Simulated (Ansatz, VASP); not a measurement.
# PtC in two plane-wave programs, part 2 of 2

One calculation is typed for both programs; each brings its own data sets. How far apart do they land? The cell is generated by rule, not measured, and may not be a known phase. The two relaxations start from unlike cells of this crystal (the structure described is Ansatz's start), so only their ends are compared.

VASP 6.6.1 and Ansatz 0.2.0.

So far: Set-up; VASP: relaxation of cell and atoms, PBEsol.

The structure was built from a prototype and need not be the compound's stable phase.

## 3. Ansatz: relaxation of cell and atoms, PBEsol

Level of this step: Ansatz beside VASP: Kohn-Sham DFT, plane waves, PBEsol (Ansatz).

Ansatz runs on its default PAW (the set named soft_2) files.

Its own start cell and the same functional, mesh and smearing now go to Ansatz, which takes its cutoff from its data sets.

Contents of input.yaml:

```yaml
crystal:
  lattice:
    - [0.0, -2.2083183167, -2.2083183167]
    - [0.0, 2.2083183167, -2.2083183167]
    - [8.833273267, 0.0, 0.0]
  atoms:
    - { symbol: Pt, position: [0.5, 0.5, 0.75] }
    - { symbol: Pt, position: [0.5, 0.5, 0.25] }
    - { symbol: Pt, position: [0.0037391858, 0.0, 0.5] }
    - { symbol: Pt, position: [-0.0037391858, 0.0, 0.0] }
    - { symbol: C, position: [0.5704443244, 0.5, 0.0] }
    - { symbol: C, position: [0.4295556756, 0.5, 0.5] }
    - { symbol: C, position: [0.0, 0.0, 0.75] }
    - { symbol: C, position: [0.0, 0.0, 0.25] }
kpoints:
  mp_grid: { grid: [12, 12, 4] }
hamiltonian:
  xc: pbesol
scf:
  occupations: { method: methfessel_paxton, width: 0.2 }
output:
  forces: true
  stress: true
  eigenvalues: true
relax:
  adjacent_minimum: "off"
  f_tol: 0.002
  max_steps: 120
  cell: { stress_tol: 0.03 }
```

The run is started by

```console
$ ansatz run input.yaml --threads 4 --pin off --max-ram 7168MiB --backend cpu --events-out ev --progress --plain --runs-dir out
```

Numbers of over 12 decimals in the logs are rounded to 6 here.

Log:

```text
Engine: ansatz 0.2.0, aarch64-unknown-linux-gnu
Pseudopotentials: kind: paw
Pseudopotential: Pt, paw, valence charge 18, recommended cutoff 420 eV (normal), Pt.paw.azcp
Pseudopotential: C, paw, valence charge 4, recommended cutoff 420 eV (normal), C.paw.azcp
Functional definition: PBEsol
  exchange = pbesol_x
  correlation = pbesol_c
Crystal: 8 atoms, lattice volume = 86.154 Å³
Basis set: ecut = 420 eV, 1717 PW (Γ), exchange–correlation on 48×48×120 points (8 copies of the dense FFT grid, shifted against one another)
Bands: 53, of which v1, the nominal top of the filled ones, is band 44 counted from 1 (43 counted from 0)
Symmetry: 8 space group operations
Space group: Pmma (ITA 51), of the structure as read, at distance tolerance 4.4e-5 Å
k-points: 147 of 576
Non-local potential: Pt, projectors of the file, l = 0: 3, l = 1: 2, l = 2: 2, l = 3: 1
Non-local potential: C, projectors of the file, l = 0: 2, l = 1: 2, l = 2: 1
PAW form: soft (Blöchl's): semilocal exchange-correlation on the pseudo side does not see the compensation charge
PAW frozen core: Pt, regenerated for the run's functional, and the local potential with it (the file was generated under x = pbe(κ = 0.804, μ = 0.219515), c = pbe(β = 0.066725))
PAW frozen core: C, regenerated for the run's functional, and the local potential with it (the file was generated under x = pbe(κ = 0.804, μ = 0.219515), c = pbe(β = 0.066725))
PAW one-centre angular grid: Pt, 590 points (default); XC on 64 Gauss nodes
PAW one-centre angular grid: C, 110 points (default); XC on 64 Gauss nodes
Initial density: superposition of atomic densities (neutral atoms: chi_scale 0, normalization atom), corrected by the library's trained network
Initial wavefunctions: pseudopotential atomic-orbital guess
Functional: x = pbesol(κ = 0.804, μ = 0.123457), c = pbesol(β = 0.046)
SCF iter   1: F=—  HF=-50511.090363 eV  |F-HF|=—  |Δ(HF+E_count)|=         —  Δρ=8.73e-3  dr2=5.44e-2  ethr=1.77e-3  ⟨swp⟩=5.3  Hψ=25971  notcnv=0
preconditioner: auto → Kerker (q_TF=auto, 2.738 Å⁻¹)  [metal: Δε(μ)=0.011 eV  Ē_g=8.462 eV  σ=0.200 eV  W_gap=0.05  n_scr=26 (ndim 8)  ℏωp=29.9 eV  f_vac=0.000  D(μ)=2.63/eV (n_scr^D=18)]
SCF iter   2: F=—  HF=-50511.082599 eV  |F-HF|=—  |Δ(HF+E_count)|=   7.76e-3  S|Δr|=    0.00e0  Δρ=4.63e-3  dr2=1.63e-2  ethr=6.18e-5  ⟨swp⟩=2.0  Hψ=10623  notcnv=0
SCF iter   3: F=—  HF=-50511.078498 eV  |F-HF|=—  |Δ(HF+E_count)|=   4.10e-3  S|Δr|=    0.00e0  Δρ=6.44e-4  dr2=5.15e-4  ethr=1.85e-5  ⟨swp⟩=2.1  Hψ=11019  notcnv=0
SCF iter   4: F=—  HF=-50511.078397 eV  |F-HF|=—  |Δ(HF+E_count)|=   1.01e-4  S|Δr|=    0.00e0  Δρ=1.42e-4  dr2=2.80e-5  ethr=5.85e-7  ⟨swp⟩=2.3  Hψ=11313  notcnv=0
SCF iter   5: F=—  HF=-50511.078372 eV  |F-HF|=—  |Δ(HF+E_count)|=   2.43e-5  S|Δr|=    0.00e0  Δρ=3.33e-5  dr2=1.41e-6  ethr=3.18e-8  ⟨swp⟩=2.1  Hψ=11695  notcnv=0
SCF iter   6: F=—  HF=-50511.078372 eV  |F-HF|=—  |Δ(HF+E_count)|=   2.49e-7  S|Δr|=    0.00e0  Δρ=9.27e-6  dr2=1.14e-7  ethr=1.61e-9  ⟨swp⟩=2.3  Hψ=14140  notcnv=0
SCF iter   7: F=-50511.078372 eV  HF=-50511.078372 eV  |F-HF|=2.71e-9  |Δ(HF+E_count)|=   2.58e-8  S|Δr|=    0.00e0  Δρ=2.25e-6  dr2=5.25e-9  ethr=1.14e-10  ⟨swp⟩=8.4  Hψ=24994  notcnv=0
SCF 1 converged in 7 iterations: F = -50511.078372 eV  dr2 = 5.25e-9
  greatest PAW one-centre occupation: 1.000 electrons in one spin orbital (limit 2), on the Pt atom at site 3 (counted from 0), in its partial waves of l = 0
relax step   1: F+E_penalty+E_count = -50511.07837209 eV  Δ(F+E_penalty+E_count) = +0.000e0 eV  max|allowed force component| = 2.261e-1 eV/Å  Δτ_max = 0.0000 Å  P = +2.262 GPa  Ω = 86.154 Å³  (7 SCF iters, dr2 threshold 1.00e-7 eV, accepted)
[...]
relax step  20: F+E_penalty+E_count = -50511.39335520 eV  Δ(F+E_penalty+E_count) = +1.460e-5 eV  max|allowed force component| = 5.128e-5 eV/Å  Δτ_max = 0.0002 Å  P = +0.001 GPa  Ω = 89.092 Å³  energy of the carried Pulay correction = -2.653e-5 eV  (7 SCF iters, accepted)
[...]
relax step  21: F+E_penalty+E_count = -50511.39337855 eV  Δ(F+E_penalty+E_count) = -2.336e-5 eV  max|allowed force component| = 5.039e-5 eV/Å  Δτ_max = 0.0000 Å  P = +0.001 GPa  Ω = 89.092 Å³  stress off target by 3.17e-3 GPa  SCF on the basis re-selected at this cell (its energy is not comparable with the rows above)  (4 SCF iters)
basis re-selected at this cell: Δ(F+E_penalty+E_count) = -2.336e-5 eV, ΔP = -0.000 GPa vs the last step (what re-selecting the basis moved, of the pressure what is left beyond the Pulay correction that the steps carried, after the strain that the cell walked since its last selection, with what the two solves' SCF thresholds leave and, on support functions, any second-order correction that the steps lacked; it is no m [...]
SCF converged after 4 iterations
Stability not checked: this state was not tested for a lower state beside it, because cold or Methfessel-Paxton smearing, or corrected tetrahedra, fill the levels in a way that the test cannot read (fill_not_monotonic; see scf.lower_state_search)
Free energy (F): -50511.393379 eV
Harris-Foulkes:  -50511.393379 eV  (|F-HF|=1.46e-11)
Internal energy: -50511.398143 eV  (E = F + TS)
E sigma→0 (E₀):  -50511.394570 eV
Entropy (-TS):   0.004764 eV (0.596 meV/atom)
Fermi energy:    19.636854 eV
--- Per-component energies (eV) ---
  E_band       = -674.753495
  E_kinetic    = 2890.663906
  E_local      = -7036.282071  (includes V_loc(G=0)·N_el)
  E_nonlocal   = 916.897466
  E_hartree    = 2592.337751
  E_xc         = -1229.172545
  E_vxc        = -1443.115633  (∫ρ·V_xc dr)
  E_paw        = -37643.162553  (= ΣΔE_a)
  E_vpaw       = -1187.593352  (= ΣTr[D̂ρ^β])
  E_aug_tail   = 0.000687  (compensation charges beyond the density's cutoff)
  E_ewald      = -11003.913109
  E_core_change = 1.232327  (= ΣΔE_core)
  E_smearing   = 0.004764  (= −TS)
  E_closure    = 0.000000  (closes the sum)
  Σ components = -50511.393379   (vs F -50511.393379, Δ=0.00e0)
--- Forces (eV/Å), atoms counted from 1 ---
  atom   1  Pt     0.00000000     0.00000000     0.00000000
  atom   2  Pt    -0.00000000     0.00000000    -0.00000000
  atom   3  Pt    -0.00000000    -0.00005039    -0.00005039
  atom   4  Pt     0.00000000     0.00005039     0.00005039
  atom   5  C      0.00000000    -0.00002504    -0.00002504
  atom   6  C     -0.00000000     0.00002504     0.00002504
  atom   7  C      0.00000000    -0.00000000     0.00000000
  atom   8  C      0.00000000     0.00000000     0.00000000
  max |Σ_I F_I| component: 1.25e-16 eV/Å
--- Stress (GPa, compression-positive) ---
       -0.001104      -0.000000       0.000000
       -0.000000       0.001392       0.001783
        0.000000       0.001783       0.001392
  P = ⅓ Tr σ = 0.0006 GPa (0.006 kbar)
--- Band table (eV; the first three rows and the last of 147) ---
  k-point 0: bands = [... 40 lower, 17.6930, 18.3069, 18.4448, 19.1664, 19.3515, 20.4857, 20.6165, 20.8393, ... 5 higher]
  k-point 1: bands = [... 40 lower, 17.9308, 18.4603, 19.0138, 19.1363, 19.5949, 20.3938, 20.6200, 20.7320, ... 5 higher]
  k-point 2: bands = [... 40 lower, 18.4321, 18.4321, 19.3335, 19.3335, 19.9204, 19.9204, 20.5410, 20.5410, ... 5 higher]
  k-point 146: bands = [... 40 lower, 17.9632, 17.9632, 18.3886, 18.3886, 19.1197, 19.1197, 19.6059, 19.6059, ... 5 higher]
--- Relaxed structure (18 steps of the walk, 17 accepted, 3 SCFs on fresh bases) ---
  F+E_penalty+E_count = -50511.39337855 eV   max|allowed force component| = 5.039e-5 eV/Å   (the final SCF, on the basis selected at the relaxed cell)
  cell:  # Å, volume = 89.0917 Å³
    - [0, -2.544093, -2.544093]
    - [0, 2.185197, -2.185197]
    - [8.012787, 0, 0]
  atoms:
    - { symbol: Pt, position: [0.500000, 0.5, 0.75] }
    - { symbol: Pt, position: [0.500000, 0.5, 0.25] }
    - { symbol: Pt, position: [-0.087842, 0.0, 0.5] }
    - { symbol: Pt, position: [0.087842, 0.0, 0] }
    - { symbol: C, position: [0.701928, 0.500000, 0] }
    - { symbol: C, position: [0.298072, 0.5, 0.5] }
    - { symbol: C, position: [-6.873479380218856e-19, 1.9638512514911008e-19, 0.75] }
    - { symbol: C, position: [-6.873479380218857e-19, 1.9638512514911023e-19, 0.25] }
```

Reading the cycles: dr2 is the Hartree energy of the density residual (eV), the measure of convergence; HF is the Harris–Foulkes estimate of the energy, which meets the free energy F at convergence.

## 4. Comparison

Known differences besides the potentials themselves: the data sets hold 88 valence electrons in Ansatz (on its default PAW (the set named soft_2) files) and 56 in VASP; the cutoff is 420 eV in Ansatz and 600 eV in VASP; Ansatz makes its cores anew for this functional, VASP keeps those of its PBE data sets; Ansatz adds a Pulay correction to the stress that steers its cell, VASP none. Total energies have different zeros and are not compared.

The two programs side by side:

```
                                         quantity  Ansatz   VASP  difference
                                      volume (Å³)   89.09  89.03     +0.06 %
edge a after relaxation, in the typed setting (Å)   3.598  3.592     +0.15 %
edge b after relaxation, in the typed setting (Å)   3.090  3.090     +0.00 %
edge c after relaxation, in the typed setting (Å)   8.013  8.020     -0.09 %
```

## 5. Results

| Property | Result |
| --- | --- |
| difference in edge a after relaxation, in the typed setting (relaxation of cell and atoms, PBEsol) | 0.15 % |

**Reading.** The difference in edge a after relaxation, in the typed setting is 0.15 % (relaxation of cell and atoms, PBEsol), within the 1.2 % picked in this series as the mark of a large difference, as far as the stopping tolerances let one tell. The data sets hold unlike numbers of valence electrons (88 in Ansatz and 56 in VASP), so part of the differences may come from the potentials. How closely two codes agree says nothing of how well the functional describes the real material.

[Lines on the potential files, build, host, timing and source positions are cut from VASP's logs without a mark.]

[Logs are printed without paths, hosts, clocks, repeated set-up lines and the standing remarks that a program may print on its own settings, such as how far it seeks lower states.]

[Hosts, paths, dates, database ids (printed as entryN), source tags and the programs' standing remarks are cut or masked in the printed files.]
